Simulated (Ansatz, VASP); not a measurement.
# BeHg2: VASP beside Ansatz

Aim: how closely do two programs agree when they are given the same cell, functional and k mesh? The cell is generated by rule, not measured, and may not be a known phase. The cell is taken from a series of runs on this material, whose earlier steps may have relaxed, scaled, displaced or heated it; both programs get it as it stands.

Main program and level: Ansatz 0.2.0; plane waves, with VASP 6.6.1 beside it; zone-centre phonons at LDA.

The structure was built from a prototype and need not be the compound's stable phase.

### 1. Set-up

Symmetry: P6/mmm, No. 191, hexagonal system. Conventional cell: a = 4.587 Å, b = 4.587 Å, c = 3.211 Å, α = 90.00°, β = 90.00°, γ = 120.00°. Be has 6 Hg at 2.65 Å nearest. Hg has 3 Be at 2.65 Å and 3 Hg at 2.65 Å nearest. Farther neighbours are not listed.

### 2. Ansatz: zone-centre phonons, LDA

Ansatz runs on norm-conserving files, of PseudoDojo where its log says so.

Second derivatives magnify differences that forces hide, and they need a tight electronic threshold.

Input file input.yaml:

```yaml
crystal:
  lattice:
    - [4.5874008262, 0.0, 0.0]
    - [-2.2937004131, 3.9728056528, 0.0]
    - [0.0, 0.0, 3.2110549808]
  atoms:
    - { symbol: Be, position: [0.0, 0.0, 0.0] }
    - { symbol: Hg, position: [0.6666666667, 0.3333333333, 0.9999874254] }
    - { symbol: Hg, position: [0.3333333333, 0.6666666667, 1.25746e-05] }
kpoints:
  mp_grid: { grid: [12, 12, 16] }
hamiltonian:
  xc: lda
  pseudopotentials: { kind: nc }
scf:
  occupations: { method: methfessel_paxton, width: 0.2 }
output:
  eigenvalues: true
phonons:
  method: dfpt
```

Started as:

```sh
$ ansatz run input.yaml --threads 8 --pin off --max-ram 14336MiB --backend cpu --events-out ev --progress --plain --runs-dir out
```

Log:

```text
Warning: at least one further symmetry operation maps every atom of the structure, as the run holds it, onto an atom to within 2.51e-5 (fractional), and is not used: no operation is sought that the atoms, as the run holds them, miss by more than 2.00e-5, twice crystal.symmetry.tolerance (1.0e-5). The run uses 12 unitary operations. The run imposes no operation that its atoms and lattice do not hold. Figures that only [...]
Engine: ansatz 0.2.0, aarch64-unknown-linux-gnu
Pseudopotentials: kind: nc
Pseudopotential: Be, nc, valence charge 4, recommended cutoff 1197.300995 eV (normal), Be.nc.azcp (PseudoDojo's, or run here from an input of PseudoDojo's: the run reads no file of this project's for it)
Pseudopotential: Hg, nc, valence charge 20, recommended cutoff 816.341587 eV (normal), Hg.nc.azcp (PseudoDojo's, or run here from an input of PseudoDojo's: the run reads no file of this project's for it)
Functional definition: SPW92
  exchange = slater_x
  correlation = pw_c
Crystal: 3 atoms, lattice volume = 58.521 Å³
Basis set: ecut = 1197.300995 eV, 5485 PW (Γ), exchange–correlation on 108×108×80 points (8 copies of the dense FFT grid, shifted against one another)
Bands: 27, of which v1, the nominal top of the filled ones, is band 22 counted from 1 (21 counted from 0)
Symmetry: 12 space group operations
k-points: 632 of 2304 (irreducible under 2 space group operations, time reversal used)
Non-local potential: Be, projectors of the file, l = 0: 2, l = 1: 2
Non-local potential: Hg, projectors of the file, l = 0: 2, l = 1: 2, l = 2: 2, l = 3: 1
Initial density: superposition of atomic densities (chi_scale 0.1, normalization cell, long waves kept (reshape's long-wave potential 0.00 eV rms))
Initial wavefunctions: pseudopotential atomic-orbital guess
Functional: x = slater, c = lda
SCF iter   1: F=—  HF=-9449.249864 eV  |F-HF|=—  |Δ(HF+E_count)|=         —  Δρ=5.23e-2  dr2=2.78e0  ethr=3.10e-3  ⟨swp⟩=6.5  Hψ=85054  notcnv=0
preconditioner: auto → Kerker (q_TF=auto, 2.602 Å⁻¹)  [metal: Δε(μ)=0.015 eV  Ē_g=10.158 eV  σ=0.200 eV  W_gap=0.06  n_scr=20 (ndim 8)  ℏωp=24.8 eV  f_vac=0.000  D(μ)=0.76/eV (n_scr^D=0)]
SCF iter   2: F=—  HF=-9448.617365 eV  |F-HF|=—  |Δ(HF+E_count)|=   6.32e-1  S|Δr|=    0.00e0  Δρ=2.63e-2  dr2=6.90e-1  ethr=3.10e-3  ⟨swp⟩=3.9  Hψ=34572  notcnv=0  defer=332
SCF iter   3: F=—  HF=-9448.411493 eV  |F-HF|=—  |Δ(HF+E_count)|=   2.06e-1  S|Δr|=    0.00e0  Δρ=5.64e-3  dr2=3.15e-2  ethr=1.57e-3  ⟨swp⟩=2.5  Hψ=23327  notcnv=0  defer=336
SCF iter   4: F=—  HF=-9448.404910 eV  |F-HF|=—  |Δ(HF+E_count)|=   6.58e-3  S|Δr|=    0.00e0  Δρ=1.54e-3  dr2=1.28e-3  ethr=7.17e-5  ⟨swp⟩=2.4  Hψ=30161  notcnv=0  defer=332
SCF iter   5: F=—  HF=-9448.404749 eV  |F-HF|=—  |Δ(HF+E_count)|=   1.61e-4  S|Δr|=    0.00e0  Δρ=5.37e-4  dr2=9.50e-5  ethr=2.90e-6  ⟨swp⟩=2.0  Hψ=30360  notcnv=0  defer=332
SCF iter   6: F=—  HF=-9448.404740 eV  |F-HF|=—  |Δ(HF+E_count)|=   8.86e-6  S|Δr|=    0.00e0  Δρ=8.18e-5  dr2=2.99e-6  ethr=2.16e-7  ⟨swp⟩=2.0  Hψ=28732  notcnv=0  defer=332
SCF iter   7: F=—  HF=-9448.404551 eV  |F-HF|=—  |Δ(HF+E_count)|=   1.89e-4  S|Δr|=    0.00e0  Δρ=1.32e-5  dr2=7.77e-8  ethr=6.80e-9  ⟨swp⟩=2.4  Hψ=30559  notcnv=0  defer=332
SCF iter   8: F=—  HF=-9448.404551 eV  |F-HF|=—  |Δ(HF+E_count)|=   1.15e-8  S|Δr|=    0.00e0  Δρ=2.22e-6  dr2=3.63e-9  ethr=1.77e-10  ⟨swp⟩=2.4  Hψ=31015  notcnv=0  defer=332
SCF iter   9: F=—  HF=-9448.404551 eV  |F-HF|=—  |Δ(HF+E_count)|=  3.02e-10  S|Δr|=    0.00e0  Δρ=6.11e-7  dr2=3.92e-10  ethr=8.26e-12  ⟨swp⟩=2.3  Hψ=24833  notcnv=0  defer=332
SCF iter  10: F=—  HF=-9448.404551 eV  |F-HF|=—  |Δ(HF+E_count)|=  4.37e-11  S|Δr|=    0.00e0  Δρ=2.21e-7  dr2=1.79e-11  ethr=1.00e-12  ⟨swp⟩=2.2  Hψ=21704  notcnv=0  defer=332
SCF iter  11: F=-9448.404551 eV  HF=-9448.404551 eV  |F-HF|=3.64e-12  |Δ(HF+E_count)|=  3.64e-12  S|Δr|=    0.00e0  Δρ=4.31e-8  dr2=4.34e-13  ethr=1.00e-12  ⟨swp⟩=12.3  Hψ=114713  notcnv=0
SCF 1 converged in 11 iterations: F = -9448.404551 eV  dr2 = 4.34e-13
DFPT response loops at Γ: preconditioner auto → Kerker (q_TF=auto, 2.602 Å⁻¹) (partly filled bands, converged f_vac=0.000); β = 1.00, the filter's whole step (`scf.mixing.beta` (0.50) is not read by the response loops under this deck's `scf.mixing.preconditioner`; to damp them name `kerker` or `kerker_dos`, under which they read `scf.mixing.beta`, and type it under 1.00, their step now; both keys bind the ground state too); Broyden in place of MSR1
SCF converged after 11 iterations
Stability not checked: this state was not tested for a lower state beside it, because cold or Methfessel-Paxton smearing, or corrected tetrahedra, fill the levels in a way that the test cannot read (fill_not_monotonic; see scf.lower_state_search)
Free energy (F): -9448.404551 eV
Harris-Foulkes:  -9448.404551 eV  (|F-HF|=3.64e-12)
Internal energy: -9448.406350 eV  (E = F + TS)
E sigma→0 (E₀):  -9448.405001 eV
Entropy (-TS):   0.001799 eV (0.600 meV/atom)
Fermi energy:    13.232913 eV
--- Per-component energies (eV) ---
  E_band       = -1033.434983
  E_kinetic    = 2817.582804
  E_local      = -7843.306820  (includes V_loc(G=0)·N_el)
  E_nonlocal   = 93.811580
  E_hartree    = 2541.819682
  E_xc         = -1556.598759
  E_vxc        = -1185.161918  (∫ρ·V_xc dr)
  E_ewald      = -5501.714836
  E_smearing   = 0.001799  (= −TS)
  E_closure    = -0.000000  (closes the sum)
  Σ components = -9448.404551   (vs F -9448.404551, Δ=0.00e0)
--- Band table (eV; the first three rows and the last of 632) ---
  k-point 0: bands = [... 18 lower, 6.5597, 6.5597, 14.6307, 14.8473, 15.0798, 15.0798, 15.4430, 15.4430, ... 1 higher]
  k-point 1: bands = [... 18 lower, 6.5438, 6.5438, 14.6378, 14.8809, 15.1571, 15.1571, 15.4821, 15.4821, ... 1 higher]
  k-point 2: bands = [... 18 lower, 6.4987, 6.4987, 14.6199, 14.9850, 15.3809, 15.3809, 15.5972, 15.5972, ... 1 higher]
  k-point 631: bands = [... 18 lower, 7.2016, 8.9976, 10.5974, 11.6085, 12.2408, 14.2652, 14.9818, 18.8259, ... 1 higher]
--- Phonons (Γ-DFPT): 4 representative perturbations + reference, on 632 of 2304 k-points (Σ response iterations 15) ---
  k mesh reduced under 2 symmetry operations, with k and −k counted as one. Each operation leaves every solved perturbation unchanged. A smaller set is not used because it would not reduce the number of displacements times k-points to solve
  ASR residual: 1.412e-4 → 0.000e0 eV/Å²; symmetrization residual: 4.203e-6 eV/Å²
  ASR residual per site (eV/Å²): 5.83e-6 1.41e-4 1.41e-4
  Γ frequencies (cm⁻¹): 0.00 0.00 0.00 27.47 165.15 165.15 216.11 238.76 238.76
  non-analytic LO–TO correction: not included (Born effective charges unavailable; polar crystals: no LO–TO splitting at Γ)
```

Reading the cycles: dr2 is the Hartree energy of the density residual (eV), the measure of convergence; HF is the Harris–Foulkes estimate of the energy, which meets the free energy F at convergence.

[end of part 1 of 2]

[Lines on the potential files, build, host, timing and source positions are cut from VASP's logs without a mark.]

[Logs are printed without paths, hosts, clocks, repeated set-up lines and the standing remarks that a program may print on its own settings, such as how far it seeks lower states.]

[Hosts, paths, dates, database ids (printed as entryN), source tags and the programs' standing remarks are cut or masked in the printed files.]
